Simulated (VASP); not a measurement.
The input files of a VASP run:

INCAR:
```
LREAL = .FALSE.   ! projection in real space or not
ENCUT = 520
ALGO = Normal   ! blocked Davidson
NELM = 100
LMAXMIX = 6   ! l cut-off of mixed one-centre charges
ISMEAR = 1   ! Methfessel-Paxton
GGA = PE   ! PBE
LASPH = .TRUE.   ! aspherical one-centre terms
EDIFF = 1E-6
LWAVE = .FALSE.
SIGMA = 0.1   ! width (eV)
ISIF = 2   ! forces and stress, cell fixed
SYSTEM = HfN
PREC = Accurate
LCHARG = .FALSE.
```

KPOINTS:
```
Regular mesh
0
gamma
  10 10 10
0 0 0
```

File POSCAR:
```
HfN
1
    0.0000000000     2.3052000000     2.3052000000
    2.3052000000     0.0000000000     2.3052000000
    2.3052000000     2.3052000000     0.0000000000
Hf N
1 1
Direct
  0.0000000000   0.0000000000   0.0000000000
  0.5000000000   0.5000000000   0.5000000000
```

POTCAR, in this order: Hf_pv N (PBE.64 set). Program: vasp_std.

### Question
Translate this PBE calculation to Ansatz.

### Answer
One equivalent input (not run):
Ansatz 0.2 input:
```yaml
crystal:
  lattice:
    - [0.0000000, 2.3052000, 2.3052000]
    - [2.3052000, 0.0000000, 2.3052000]
    - [2.3052000, 2.3052000, 0.0000000]
  atoms:
    - { symbol: Hf, position: [0.0000000, 0.0000000, 0.0000000] }
    - { symbol: N, position: [0.5000000, 0.5000000, 0.5000000] }
kpoints:
  mp_grid: { grid: [10, 10, 10] }
hamiltonian:
  xc: pbe
  pseudopotentials: { kind: paw }
scf:
  occupations: { method: methfessel_paxton, width: 0.1 }
  max_iter: 100
output: { forces: true, stress: true, eigenvalues: true }
```
The two are equivalent in intent, not identical: each code has its own PAW files, so the cut-off isn't converted (ENCUT is set for VASP's; basis.ecutwfc is left out, and Ansatz then takes the one that its files recommend); Ansatz stops its SCF on the density residual and VASP on the energy change (EDIFF).

The compound is HfN in the rock salt structure. The cell was not relaxed at this level.
